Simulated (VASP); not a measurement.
These are LDA (Ceperley-Alder, Perdew-Zunger), VASP's LDA PAW potentials (set 64) (plane waves; VASP) values and carry that method's errors.

VASP input:

**KPOINTS**
```
K-points
0
gamma
 17 17 9
```

File POSCAR:
```
InGaN2
1
    3.3264679891    -0.0000000000     0.0000000000
   -1.6632339945     2.8808053202     0.0000000000
    0.0000000000     0.0000000000     5.4561992354
In Ga N
1 1 2
Direct
  0.0000000000   0.0000000000   0.9971156582
  0.6666670000   0.3333330000   0.4959244872
  0.6666670000   0.3333330000   0.1460448234
  0.0000000000   0.0000000000   0.6025150312
```

INCAR:
```
# general
SYSTEM  = InGaN2
PREC    = Accurate
ENCUT   = 520
LREAL   = .False.
LASPH   = .True.
NBANDS  = 66

# electronic loop
EDIFF   = 1E-7
NELM    = 100
ALGO    = Normal
LMAXMIX = 4

# smearing
ISMEAR  = 0
SIGMA   = 0.01

# output
LWAVE   = .False.
LCHARG  = .False.
NEDOS   = 1001

# other
LOPTICS = .True.
CSHIFT  = 0.1
```

POTCAR, in this order: In_d Ga_d N (LDA.64 set). Program: vasp_std.

The dielectric response may not be converged in the k-mesh; for small gaps it tends to come out too large.

Task: Estimate the energy per atom (σ→0).

Result: 
- energy per atom (σ→0): -6.503 eV/atom

File OSZICAR:
```
...
DAV:   9    -0.260138283709E+02    0.41428E-02   -0.56896E-03 49734   0.432E-01    0.396E-01
DAV:  10    -0.260139068108E+02   -0.78440E-04   -0.96036E-04 42688   0.959E-02    0.196E-01
DAV:  11    -0.260139125227E+02   -0.57118E-05   -0.54015E-05 52204   0.767E-02    0.386E-02
DAV:  12    -0.260139120102E+02    0.51246E-06   -0.14649E-05 43104   0.161E-02    0.202E-02
DAV:  13    -0.260139100392E+02    0.19710E-05   -0.19330E-06 51096   0.742E-03    0.457E-03
DAV:  14    -0.260139100853E+02   -0.46080E-07   -0.15194E-07 39626   0.164E-03
   1 F= -.26013910E+02 E0= -.26013910E+02  d E =-.353005E-12
 imaginary and real dielectric function
```

The structure comes from a computed database's InGaN2 entry (P3m1); how it stands against other phases isn't given here. It was relaxed first, which changed the volume by -6 %.
